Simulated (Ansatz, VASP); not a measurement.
One calculation of BiAs, two programs

```
Bi As
1.0
     0.00000    2.54413    2.54413
     2.54413    0.00000    2.54413
     2.54413    2.54413    0.00000
Bi As
1 1
Direct
  0.00000 0.00000 0.00000
  0.50000 0.50000 0.50000
```

Change from the starting cell: volume scaled by 0.6, PAW files.

Alike in both runs: task single point; functional PBE; k mesh 13 × 13 × 13; occupations fermi-dirac, width 0.05 eV; no spin polarisation.

|  | VASP | Ansatz |
| --- | --- | --- |
| version | VASP 6.6.1 | Ansatz 0.2.0 |
| potentials or method | VASP PAW PBE potentials, release 64 (Bi_d, As) | PAW with Ansatz's default frozen-core files, scalar-relativistic |
| plane-wave cutoff (eV) | 520 | 420 |
| valence electrons in the cell | 20 | 30 |

```tsv
	VASP	Ansatz	Ansatz less VASP
pressure (GPa)	98.9	98.0	-0.85
```

The functional is the same, so the differences come from potentials, cutoffs and numerics. The two sets of potentials don't hold the same shells in valence.

Caveats: the cell as given lies far from equilibrium; so large a pressure means that the cell lies far from this level's equilibrium, or that cutoff or potentials fall short (VASP).
